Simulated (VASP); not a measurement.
OSZICAR of a VASP run on Pd (fcc):

File OSZICAR:
```
       N       E                     dE             d eps       ncg     rms          rms(c)
DAV:   1     0.364188546793E+02    0.36419E+02   -0.51375E+03  1888   0.978E+02
DAV:   2    -0.513419217025E+01   -0.41553E+02   -0.40608E+02  2010   0.187E+02
DAV:   3    -0.548380837568E+01   -0.34962E+00   -0.34766E+00  2187   0.198E+01
DAV:   4    -0.548562433909E+01   -0.18160E-02   -0.18157E-02  2221   0.129E+00
DAV:   5    -0.548564470237E+01   -0.20363E-04   -0.20364E-04  2163   0.116E-01    0.703E+00
DAV:   6    -0.521814405497E+01    0.26750E+00   -0.12827E+00  1911   0.107E+01    0.347E+00
DAV:   7    -0.520982402322E+01    0.83200E-02   -0.33534E-03  2028   0.634E-01    0.191E+00
DAV:   8    -0.520633257328E+01    0.34914E-02   -0.99568E-04  1982   0.256E-01    0.308E-02
DAV:   9    -0.520633910419E+01   -0.65309E-05   -0.83685E-06  2414   0.311E-02    0.116E-02
DAV:  10    -0.520634210761E+01   -0.30034E-05   -0.13187E-06  2074   0.130E-02    0.189E-03
DAV:  11    -0.520634202363E+01    0.83982E-07   -0.21676E-08  1483   0.135E-03
   1 F= -.51110391E+01 E0= -.51104565E+01  d E =-.511104E+01
       N       E                     dE             d eps       ncg     rms          rms(c)
DAV:   1    -0.521122778411E+01   -0.48857E-02   -0.10391E-01  1905   0.362E+00    0.508E-01
DAV:   2    -0.520566049843E+01    0.55673E-02   -0.29673E-02  1897   0.158E+00    0.125E-01
DAV:   3    -0.520566829133E+01   -0.77929E-05   -0.57394E-05  2021   0.824E-02    0.748E-02
DAV:   4    -0.520568682741E+01   -0.18536E-04   -0.59051E-05  2117   0.663E-02    0.526E-03
DAV:   5    -0.520568680924E+01    0.18171E-07   -0.39834E-07  2039   0.586E-03
   2 F= -.51109918E+01 E0= -.51104117E+01  d E =0.473706E-04
       N       E                     dE             d eps       ncg     rms          rms(c)
DAV:   1    -0.520792211421E+01   -0.22353E-02   -0.33540E-02  1903   0.206E+00    0.285E-01
DAV:   2    -0.520614924959E+01    0.17729E-02   -0.94966E-03  1893   0.885E-01    0.738E-02
DAV:   3    -0.520614273808E+01    0.65115E-05   -0.20030E-05  2039   0.444E-02    0.444E-02
DAV:   4    -0.520614078247E+01    0.19556E-05   -0.18745E-05  2105   0.375E-02    0.284E-03
DAV:   5    -0.520614099189E+01   -0.20942E-06   -0.14805E-07  1970   0.346E-03    0.111E-03
DAV:   6    -0.520614105513E+01   -0.63232E-07   -0.28311E-08  1222   0.189E-03
   3 F= -.51111009E+01 E0= -.51105194E+01  d E =-.618026E-04
```

### Question
Which electronic solver shows in the log?

### Answer
It is blocked Davidson (ALGO = Normal, or the opening steps of other solvers). The INCAR had ALGO = Normal.

### Question
Can the final energy be trusted as converged?

### Answer
The run converged. It stopped with EDIFF = 1E-7, NELM = 100, NSW = 40 and EDIFFG = -0.01 after 3 ionic steps (PBE GGA, plane waves, VASP's PBE PAW potentials (set 64)).

The compound is Pd in the fcc structure. This run relaxes it under an external pressure of 1 GPa. Symmetry was kept, so distortions that lower it aren't found.
